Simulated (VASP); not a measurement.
Output of a VASP run:

OSZICAR:
```
       N       E                     dE             d eps       ncg     rms          rms(c)
DAV:   1     0.101395310525E+03    0.10140E+03   -0.72449E+03  2032   0.133E+03
DAV:   2    -0.169325055161E+02   -0.11833E+03   -0.11204E+03  2120   0.347E+02
DAV:   3    -0.248630106782E+02   -0.79305E+01   -0.76824E+01  2596   0.887E+01
DAV:   4    -0.252079982089E+02   -0.34499E+00   -0.34429E+00  2592   0.175E+01
DAV:   5    -0.252216837075E+02   -0.13685E-01   -0.13685E-01  2748   0.296E+00    0.185E+01
DAV:   6    -0.204379895830E+02    0.47837E+01   -0.30764E+01  2412   0.693E+01    0.699E+00
DAV:   7    -0.198307926441E+02    0.60720E+00   -0.45414E+00  2408   0.270E+01    0.484E+00
DAV:   8    -0.197829249881E+02    0.47868E-01   -0.16642E-01  2148   0.552E+00    0.265E+00
DAV:   9    -0.197805328131E+02    0.23922E-02   -0.13264E-01  2268   0.434E+00    0.850E-01
DAV:  10    -0.197764574473E+02    0.40754E-02   -0.14740E-02  2708   0.188E+00    0.554E-01
DAV:  11    -0.197750798819E+02    0.13776E-02   -0.92651E-03  2156   0.141E+00    0.137E-01
DAV:  12    -0.197749516406E+02    0.12824E-03   -0.85875E-04  2144   0.481E-01    0.390E-02
DAV:  13    -0.197749351568E+02    0.16484E-04   -0.40496E-05  2912   0.739E-02    0.111E-02
DAV:  14    -0.197749343483E+02    0.80854E-06   -0.18672E-06  1888   0.174E-02
   1 F= -.19774934E+02 E0= -.19771953E+02  d E =-.596329E-02
```

### OUTCAR
```
------------------------ aborting loop because EDIFF is reached ----------------------------------------
  FORCE on cell =-STRESS in cart. coord.  units (eV):
  Direction    XX          YY          ZZ          XY          YZ          ZX
  --------------------------------------------------------------------------------------
  Total       -1.5527575     -1.5527575     -1.5527575     -0.0000000      0.0000000     -0.0000000
  in kB     -120.3972556   -120.3972556   -120.3972556     -0.0000000      0.0000000     -0.0000000
  external PRESSURE =    -120.3972556 kB  Pullay stress =       0.0000000 kB
  volume of cell :       20.66
      direct lattice vectors                 reciprocal lattice vectors
     0.000000000  2.177990000  2.177990000    -0.229569465  0.229569465  0.229569465
     2.177990000  0.000000000  2.177990000     0.229569465 -0.229569465  0.229569465
     2.177990000  2.177990000  0.000000000     0.229569465  0.229569465 -0.229569465
 POSITION                                       TOTAL-FORCE (eV/Angst)
 -----------------------------------------------------------------------------------
      0.00000      0.00000      0.00000         0.000000      0.000000      0.000000
      2.17799      2.17799      2.17799        -0.000000     -0.000000     -0.000000
 -----------------------------------------------------------------------------------
    total drift:                                0.000000     -0.000000     -0.000000
  FREE ENERGIE OF THE ION-ELECTRON SYSTEM (eV)
  ---------------------------------------------------
  free  energy   TOTEN  =       -19.7749343483 eV

  energy  without entropy=      -19.7689710575  energy(sigma->0) =      -19.77195270
```
(Selected blocks of OUTCAR.)

**POSCAR**
```
TiC
1
    0.0000000000     2.1779900000     2.1779900000
    2.1779900000     0.0000000000     2.1779900000
    2.1779900000     2.1779900000     0.0000000000
Ti C
1 1
Direct
  0.0000000000   0.0000000000   0.0000000000
  0.5000000000   0.5000000000   0.5000000000
```

Problem. Write an INCAR and KPOINTS that could have produced this output.

Solution. One answer among several that fit: the input of the run itself, PBEsol GGA, plane waves, VASP's PBE PAW potentials (set 64).

KPOINTS:
```
Regular mesh
0
G
 13 13 13
```

INCAR:
```
SYSTEM = TiC
PREC = Accurate
ENCUT = 400
EDIFF = 1E-6
NELM = 100
ALGO = Normal
LREAL = .FALSE.
LASPH = .TRUE.
ISMEAR = 0
SIGMA = 0.2
GGA = PS
LMAXMIX = 4
LWAVE = .FALSE.
LCHARG = .FALSE.
ISIF = 2
```

POTCAR, in this order: Ti_sv C (PBE.64 set). Program: vasp_std.

At this cut-off the stress carries a Pulay error, which pulls relaxed volumes low.

The structure is a typed TiC crystal (Fm-3m). The cell was not relaxed at this level. The run is one of a series of settings (GGA = PS against the base run), some of them coarse on purpose.
